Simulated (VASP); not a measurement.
VASP input:

KPOINTS:
```
Automatic mesh
0
Gamma
11 11 6
0 0 0
```

**POSCAR**
```
ZnO
10.3271460
  0.1546934906  -0.2679370256   0.0000000000
  0.1546934906   0.2679370256   0.0000000000
  0.0000000000   0.0000000000   0.5000000147
Zn O
2 2
direct
  0.6666670000   0.3333330000   0.5017674771
  0.3333330000   0.6666670000   0.0017674771
  0.6666670000   0.3333330000   0.8802325229
  0.3333330000   0.6666670000   0.3802325229
```

### INCAR
```
SYSTEM = ZnO
PREC = Accurate; ENCUT = 520; LREAL = F
LASPH = T
EDIFF = 1E-7; NELM = 100; ALGO = Normal
LMAXMIX = 4
ISMEAR = -5
ISIF = 2
LWAVE = F; LCHARG = T; LORBIT = 11
NEDOS = 601
```

POTCAR, in this order: Zn O (LDA.64 set). Program: vasp_std.

### Question
Write an equivalent input for Quantum ESPRESSO's pw.x.

### Answer
One equivalent input (not run):
```
&CONTROL
  calculation = 'scf'
  pseudo_dir = './pseudo'
  outdir = './out'
  tprnfor = .true.
  tstress = .true.
/
&SYSTEM
  ibrav = 0
  nat = 4
  ntyp = 2
  ecutwfc = 84
  occupations = 'tetrahedra'
  input_dft = 'pz'
/
&ELECTRONS
  conv_thr = 7.3e-09
  electron_maxstep = 100
/
ATOMIC_SPECIES
  Zn 65.380 Zn.upf
  O 15.999 O.upf
CELL_PARAMETERS angstrom
     1.5975423   -2.7670248    0.0000000
     1.5975423    2.7670248    0.0000000
     0.0000000    0.0000000    5.1635732
ATOMIC_POSITIONS crystal
  Zn   0.6666670  0.3333330  0.5017675
  Zn   0.3333330  0.6666670  0.0017675
  O    0.6666670  0.3333330  0.8802325
  O    0.3333330  0.6666670  0.3802325
K_POINTS automatic
  11 11 6 0 0 0
```
Limits of the translation: the potentials are each code's own (VASP's PAW set, PseudoDojo norm-conserving files in pw.x), so ENCUT and ecutwfc are chosen apart and not converted; conv_thr bounds pw.x's estimated SCF error, while EDIFF bounds the energy change between steps.

The compound is ZnO in the wurtzite structure. It was relaxed first.
